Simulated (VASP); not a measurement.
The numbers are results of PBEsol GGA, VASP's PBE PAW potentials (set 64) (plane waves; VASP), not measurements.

The input files of a VASP run:

### INCAR
```
! general
SYSTEM  = PtSe
PREC    = Accurate
ENCUT   = 400
LREAL   = F
LASPH   = T

! electronic loop
EDIFF   = 1E-6
NELM    = 100
ALGO    = Normal
LMAXMIX = 6

! smearing
ISMEAR  = 1
SIGMA   = 0.1

! functional
GGA     = PS

! ions
IBRION  = 2
NSW     = 60
ISIF    = 3
EDIFFG  = -0.01

! output
LWAVE   = F
LCHARG  = F
```

**POSCAR**
```
PtSe
1
    0.0000000000     2.6062817248     2.6062817248
    2.6062817248     0.0000000000     2.6062817248
    2.6062817248     2.6062817248    -0.0000000000
Pt Se
1 1
Direct
  0.0000000000   0.0000000000   0.0000000000
  0.5000000000   0.5000000000   0.5000000000
```

File KPOINTS:
```
Automatic mesh
0
Gamma
11 11 11
0 0 0
```

POTCAR, in this order: Pt Se (PBE.64 set). Program: vasp_std.

Unless said otherwise, spin-orbit coupling is left out, though it shifts the bands of the heavy elements here.

**Question.** What does the run give for the energy per atom (σ→0), volume per atom, band gap (on the k-mesh)?

**Answer.** 
The energy per atom (σ→0) comes out as -5446 meV/atom and the band gap (on the k-mesh) comes out as none (metal, semimetal or under 0.01 eV). The volume per atom is 17.67 Å^3/atom.

### OSZICAR
```
...
   2 F= -.10892643E+02 E0= -.10892696E+02  d E =0.352066E-04
       N       E                     dE             d eps       ncg     rms          rms(c)
DAV:   1    -0.108933019396E+02   -0.65954E-03   -0.11056E-02  1408   0.106E+00    0.155E-01
DAV:   2    -0.108927843236E+02    0.51762E-03   -0.19219E-03  1392   0.459E-01    0.622E-02
DAV:   3    -0.108927374658E+02    0.46858E-04   -0.56049E-05  1400   0.740E-02    0.342E-02
DAV:   4    -0.108927266980E+02    0.10768E-04   -0.52289E-05  1396   0.496E-02    0.126E-02
DAV:   5    -0.108927266527E+02    0.45289E-07   -0.24490E-06  1360   0.123E-02
   3 F= -.10892727E+02 E0= -.10892793E+02  d E =-.483086E-04
```

The structure was generated: PtSe was put into the rock salt type (Fm-3m), which need not be its known phase. This run relaxes it. Symmetry was kept, so distortions that lower it aren't found. The start is the result of an earlier pass.
